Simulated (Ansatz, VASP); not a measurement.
**NaMgI3 in two plane-wave programs**

One calculation is typed for both programs; each brings its own data sets. How far apart do they land? The cell is generated by rule, not measured, and may not be a known phase. The two relaxations start from unlike cells of this crystal (the structure described is Ansatz's start), so only their ends are compared.

Main program and level: Ansatz 0.2.0; plane waves, with VASP 6.6.1 beside it; relaxation of cell and atoms at r2SCAN.

The structure was built from a prototype and need not be the compound's stable phase.

**1. The starting structure**

Symmetry: Pm-3m, No. 221, cubic system. The conventional cell has a = 4.088 Å, b = 4.088 Å, c = 4.088 Å, α = 90.00°, β = 90.00°, γ = 90.00°. Na has 12 I at 2.89 Å nearest. Nearest to Mg lie 6 I at 2.04 Å. Nearest to I lie 2 Mg at 2.04 Å and 8 I at 2.89 Å and 4 Na at 2.89 Å. Farther neighbours and most contacts between anions are not listed.

**2. Ansatz: relaxation of cell and atoms, r2SCAN**

Ansatz runs on its default PAW (the set named soft_2) files.

The relaxed volume is the usual yardstick between codes: in a stiff, nearly cubic crystal its relative difference is about their pressure difference at one cell divided by the bulk modulus.

File input.yaml:

```yaml
crystal:
  lattice:
    - [4.08841, 0.0, 0.0]
    - [0.0, 4.08841, 0.0]
    - [0.0, 0.0, 4.08841]
  atoms:
    - { symbol: Na, position: [0.0, 0.0, 0.0] }
    - { symbol: Mg, position: [0.5, 0.5, 0.5] }
    - { symbol: I, position: [0.0, 0.5, 0.5] }
    - { symbol: I, position: [0.5, 0.0, 0.5] }
    - { symbol: I, position: [0.5, 0.5, 0.0] }
kpoints:
  mp_grid: { grid: [6, 6, 6] }
hamiltonian:
  xc: r2scan
scf:
  occupations: { method: gaussian, width: 0.1 }
output:
  forces: true
  stress: true
  eigenvalues: true
relax:
  adjacent_minimum: "off"
  f_tol: 0.05
  max_steps: 80
  cell: { stress_tol: 0.5 }
```

Run with:

```console
> ansatz run input.yaml --threads 8 --pin off --max-ram 14336MiB --backend cpu --events-out ev --progress --plain --runs-dir out
```

Numbers of over 12 decimals in the logs are rounded to 6 here.

Output:

```text
The last accepted step is kept in <dir> (removed where the run ends without a failure and the disk answers)
Engine: ansatz 0.2.0, aarch64-unknown-linux-gnu
Pseudopotentials: kind: paw
Pseudopotential: Na, paw, valence charge 9, recommended cutoff 500 eV (meta_gga), Na.paw.azcp
Pseudopotential: Mg, paw, valence charge 10, recommended cutoff 500 eV (meta_gga), Mg.paw.azcp
Pseudopotential: I, paw, valence charge 17, recommended cutoff 500 eV (meta_gga), I.paw.azcp
Functional definition: r2SCAN
  parameter k0 = 0.174
  parameter k1 = 0.065
  parameter a1 = 4.9479
  exchange = r2scan_x(k0 = k0, k1 = k1, a1 = a1)
  correlation = r2scan_c
Crystal: 5 atoms, lattice volume = 68.338 Å³
Basis set: ecut = 500 eV, 1743 PW (Γ), exchange–correlation on 120×120×120 points (64 copies of the dense FFT grid, shifted against one another)
Bands: 42, of which v1, the nominal top of the filled ones, is band 35 counted from 1 (34 counted from 0)
Symmetry: 48 space group operations
Space group: Pm-3m (ITA 221), of the structure as read, at distance tolerance 4.1e-5 Å
k-points: 20 of 216
Non-local potential: Na, projectors of the file, l = 0: 3, l = 1: 2, l = 2: 1
Non-local potential: Mg, projectors of the file, l = 0: 3, l = 1: 2, l = 2: 1
Non-local potential: I, projectors of the file, l = 0: 2, l = 1: 2, l = 2: 2, l = 3: 2
PAW form: soft (Blöchl's): semilocal exchange-correlation on the pseudo side does not see the compensation charge
PAW frozen core: Na, regenerated for the run's functional (the file was generated under x = pbe(κ = 0.804, μ = 0.219515), c = pbe(β = 0.066725))
PAW frozen core: Mg, regenerated for the run's functional (the file was generated under x = pbe(κ = 0.804, μ = 0.219515), c = pbe(β = 0.066725))
PAW frozen core: I, regenerated for the run's functional (the file was generated under x = pbe(κ = 0.804, μ = 0.219515), c = pbe(β = 0.066725))
PAW one-centre angular grid: Na, 302 points (default); XC on 339 of its mesh's 2595 points in the sphere
PAW one-centre angular grid: Mg, 302 points (default); XC on 224 Gauss nodes
PAW one-centre angular grid: I, 590 points (default); XC on 160 Gauss nodes
Initial density: superposition of atomic densities (neutral atoms: chi_scale 0, normalization atom), corrected by the library's trained network
Initial wavefunctions: pseudopotential atomic-orbital guess
Functional: x = r2scan, c = r2scan; τ floored in thin density (d = 2e-4 eV/Å³)
SCF iter   1: F=—  HF=-25971.568105 eV  |F-HF|=—  |Δ(HF+E_count)|=         —  Δρ=1.53e-2  dr2=1.81e-1  dr2_τ=1.84e-1  ethr=1.77e-3  ⟨swp⟩=9.8  Hψ=4138  notcnv=0  defer=9
preconditioner: auto → Resta (q_TF=auto, 2.739 Å⁻¹)  ε∞=3.5  [insulator: Δε(μ)=0.121 eV  Ē_g=13.830 eV  σ=0.100 eV  W_gap=0.58  n_scr=26 (ndim 8)  ℏωp=22.0 eV  f_vac=0.000  D(μ)=1.49/eV (n_scr^D=6)  ε∞_Penn≈3.5]
SCF iter   2: F=—  HF=-25971.882554 eV  |F-HF|=—  |Δ(HF+E_count)|=   3.14e-1  Δρ=7.89e-3  dr2=4.86e-2  dr2_τ=4.12e-4  ethr=2.59e-4  ⟨swp⟩=2.6  Hψ=1816  notcnv=0  defer=46
preconditioner: auto → Kerker (q_TF=auto, 2.739 Å⁻¹)  [metal: Δε(μ)=0.013 eV  Ē_g=13.820 eV  σ=0.100 eV  W_gap=0.07  n_scr=26 (ndim 8)  ℏωp=22.0 eV  f_vac=0.000  D(μ)=2.07/eV (n_scr^D=18)]
SCF iter   3: F=—  HF=-25971.873743 eV  |F-HF|=—  |Δ(HF+E_count)|=   8.81e-3  Δρ=2.82e-3  dr2=7.99e-3  dr2_τ=1.37e-4  ethr=6.94e-5  ⟨swp⟩=2.0  Hψ=1114  notcnv=0  defer=46
SCF iter   4: F=—  HF=-25971.873504 eV  |F-HF|=—  |Δ(HF+E_count)|=   2.38e-4  Δρ=6.54e-4  dr2=5.45e-4  dr2_τ=9.06e-6  ethr=1.14e-5  ⟨swp⟩=2.0  Hψ=1056  notcnv=0  defer=46
SCF iter   5: F=—  HF=-25971.873364 eV  |F-HF|=—  |Δ(HF+E_count)|=   1.40e-4  Δρ=2.28e-4  dr2=6.01e-5  dr2_τ=6.62e-7  ethr=7.78e-7  ⟨swp⟩=2.0  Hψ=1283  notcnv=0  defer=46
SCF iter   6: F=—  HF=-25971.873357 eV  |F-HF|=—  |Δ(HF+E_count)|=   7.32e-6  Δρ=9.67e-5  dr2=7.01e-6  dr2_τ=8.92e-8  ethr=8.59e-8  ⟨swp⟩=2.5  Hψ=1510  notcnv=0  defer=46
SCF iter   7: F=—  HF=-25971.873358 eV  |F-HF|=—  |Δ(HF+E_count)|=   1.17e-6  Δρ=2.53e-5  dr2=3.86e-7  dr2_τ=7.19e-9  ethr=1.00e-8  ⟨swp⟩=2.0  Hψ=1472  notcnv=0  defer=46
SCF iter   8: F=-25971.873358 eV  HF=-25971.873358 eV  |F-HF|=1.46e-8  |Δ(HF+E_count)|=   1.14e-7  Δρ=7.62e-6  dr2=4.45e-8  dr2_τ=8.04e-10  ethr=1.43e-10  ⟨swp⟩=11.2  Hψ=4046  notcnv=0
SCF 1 converged in 8 iterations: F = -25971.873358 eV  dr2 = 4.45e-8
  greatest PAW one-centre occupation: 1.002 electrons in one spin orbital (limit 2), on the Mg atom at site 1 (counted from 0), in its partial waves of l = 1
relax step   1: F+E_penalty+E_count = -25971.87335779 eV  Δ(F+E_penalty+E_count) = +0.000e0 eV  max|allowed force component| = 3.920e-28 eV/Å  Δτ_max = 0.0000 Å  P = +208.546 GPa  Ω = 68.338 Å³  (8 SCF iters, dr2 threshold 1.00e-7 eV, accepted)
[...]
relax step  11: F+E_penalty+E_count = -26004.63095097 eV  Δ(F+E_penalty+E_count) = -2.195e-1 eV  max|allowed force component| = 1.829e-29 eV/Å  Δτ_max = 0.0000 Å  P = +0.797 GPa  Ω = 187.268 Å³  energy of the carried Pulay correction = -4.990e-3 eV  (6 SCF iters, dr2 threshold 5.00e-7 eV, accepted)
[...]
relax step  12: F+E_penalty+E_count = -26004.64545726 eV  Δ(F+E_penalty+E_count) = -1.451e-2 eV  max|allowed force component| = 1.308e-29 eV/Å  Δτ_max = 0.0000 Å  P = +0.149 GPa  Ω = 192.621 Å³  energy of the carried Pulay correction = -6.018e-3 eV  (6 SCF iters, dr2 threshold 5.00e-7 eV, accepted)
[...]
relax step  13: F+E_penalty+E_count = -26004.65150974 eV  Δ(F+E_penalty+E_count) = -6.052e-3 eV  max|allowed force component| = 1.954e-29 eV/Å  Δτ_max = 0.0000 Å  P = +0.147 GPa  Ω = 192.621 Å³  stress off target by 1.47e-1 GPa  SCF on the basis re-selected at this cell (its energy is not comparable with the rows above)  (7 SCF iters)
basis re-selected at this cell: Δ(F+E_penalty+E_count) = -6.052e-3 eV, ΔP = -0.002 GPa vs the last step (what re-selecting the basis moved, of the pressure what is left beyond the Pulay correction that the steps carried, after the strain that the cell walked since its last selection, with what the two solves' SCF thresholds leave and, on support functions, any second-order correction that the steps lacked; it is no measure of the basis error at this ecutwfc). The dense FFT grid was sized anew with the basis: this SCF ran on 45×45×45 points, the steps before it on 40×40×40, so part of this shift can come from that change (see relax.cell in the input reference). [rest of the remark cut]
SCF converged after 7 iterations
Free energy (F): -26004.651510 eV
Harris-Foulkes:  -26004.651510 eV  (|F-HF|=1.82e-11)
Internal energy: -26004.651510 eV  (E = F + TS)
E sigma→0 (E₀):  -26004.651510 eV
Fermi energy:    4.345776 eV
--- Per-component energies (eV) ---
  E_band       = -1882.997226
  E_kinetic    = 762.508077
  E_local      = -9807.100013  (includes V_loc(G=0)·N_el)
  E_nonlocal   = -59.026351
  E_hartree    = 4543.291699
  E_xc         = -426.419318
  E_vxc        = -513.878691  (∫ρ·V_xc dr)
  E_paw        = -15083.219227  (= ΣΔE_a)
  E_vpaw       = -1384.705056  (= ΣTr[D̂ρ^β])
  E_aug_tail   = -0.000100  (compensation charges beyond the density's cutoff)
  E_vtau       = 32.620954  (kinetic-family band-sum trace: ∫τ·v_τ [+ j·A + Jᵃ·Aᵃ] dr)
  E_ewald      = -5934.852960
  E_core_change = 0.166684  (= ΣΔE_core)
  E_smearing   = -0.000000  (= −TS)
  E_closure    = -0.000000  (closes the sum)
  Σ components = -26004.651510   (vs F -26004.651510, Δ=0.00e0)
--- Forces (eV/Å), atoms counted from 1 ---
  atom   1  Na    -0.00000000     0.00000000    -0.00000000
  atom   2  Mg     0.00000000     0.00000000    -0.00000000
  atom   3  I     -0.00000000    -0.00000000    -0.00000000
  atom   4  I     -0.00000000     0.00000000     0.00000000
  atom   5  I     -0.00000000    -0.00000000    -0.00000000
  max |Σ_I F_I| component: 2.12e-29 eV/Å
--- Stress (GPa, compression-positive) ---
        0.146680       0.000000      -0.000000
        0.000000       0.146680       0.000000
       -0.000000       0.000000       0.146680
  P = ⅓ Tr σ = 0.1467 GPa (1.467 kbar)
--- Band table (eV; the first three rows and the last of 20) ---
  k-point 0: bands = [... 31 lower, 2.5278, 2.8530, 2.8530, 2.8530, 5.2538, 6.5723, 9.3365, 9.3365, ... 3 higher]
  k-point 1: bands = [... 31 lower, 2.4667, 2.5020, 2.7908, 2.7908, 5.6346, 6.9526, 9.4186, 9.4632, ... 3 higher]
  k-point 2: bands = [... 31 lower, 2.1828, 2.3511, 2.7468, 2.7468, 6.5190, 7.7658, 8.9931, 9.6210, ... 3 higher]
  k-point 19: bands = [... 31 lower, 2.3363, 3.4273, 3.4273, 3.4273, 6.6239, 8.5440, 8.5440, 8.5440, ... 3 higher]
--- Relaxed structure (11 steps of the walk, 11 accepted, 2 SCFs on fresh bases) ---
  F+E_penalty+E_count = -26004.65150974 eV   max|allowed force component| = 1.954e-29 eV/Å   (the final SCF, on the basis selected at the relaxed cell)
  cell:  # Å, volume = 192.6205 Å³
    - [5.775207, 0, 0]
    - [0, 5.775207, 0]
    - [0, 0, 5.775207]
  atoms:
    - { symbol: Na, position: [0, 0, 0] }
    - { symbol: Mg, position: [0.5, 0.5, 0.5] }
    - { symbol: I, position: [0, 0.5, 0.5] }
    - { symbol: I, position: [0.5, 0, 0.5] }
    - { symbol: I, position: [0.5, 0.5, 0] }
```

(Continued in part 2 of 2.)

[Lines on the potential files, build, host, timing and source positions are cut from VASP's logs without a mark.]

[Logs are printed without paths, hosts, clocks, repeated set-up lines and the standing remarks that a program may print on its own settings, such as how far it seeks lower states.]

[Hosts, paths, dates, database ids (printed as entryN), source tags and the programs' standing remarks are cut or masked in the printed files.]
